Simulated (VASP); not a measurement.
A convergence study with VASP on Mo (space group Im-3m): one setting is varied, all else stays as given below, so the limit is that of these other settings.

```
CELL_PARAMETERS angstrom
     -1.56713     1.56713     1.56713
      1.56713    -1.56713     1.56713
      1.56713     1.56713    -1.56713
ATOMIC_POSITIONS crystal
  Mo 0.00000 0.00000 0.00000
```

The numbers are results of LDA (Ceperley-Alder, Perdew-Zunger), VASP's LDA PAW potentials (set 64) (plane waves; VASP), not measurements. The tightest run used: 720 eV cut-off, 15×15×15 Γ-centred mesh, Fermi-Dirac smearing of 0.10 eV, potentials Mo_sv.

| setting | E (eV/atom) | pressure (GPa) | plane waves |
|---|---|---|---|
| ENCUT = 105 | 21.4521 | -2084.32 | 43 |
| ENCUT = 120 | 2.8173 | -1342.75 | 51 |
| ENCUT = 135 | -5.6383 | -831.04 | 60 |
| ENCUT = 150 | -8.9022 | -500.71 | 71 |
| ENCUT = 165 | -10.6192 | -292.39 | 80 |
| ENCUT = 180 | -11.4852 | -165.30 | 92 |
| ENCUT = 210 | -12.0084 | -48.55 | 116 |
| ENCUT = 240 | -12.1099 | -13.15 | 140 |

Question: These are the cheaper rows. Estimate the results at ENCUT = 720, and how far the last row shown lies from them.

Answer: 
```tsv
quantity	tightest run	last row shown is off by
E (eV/atom)	-12.1226	0.0127
pressure (GPa)	-4.70	-8.45
```

Left out are rungs that failed or repeat a setting and relaxations that didn't move; long series are thinned to 24 rows.

The structure is a typed Mo crystal (space group no. 229). The cell was not relaxed at this level.
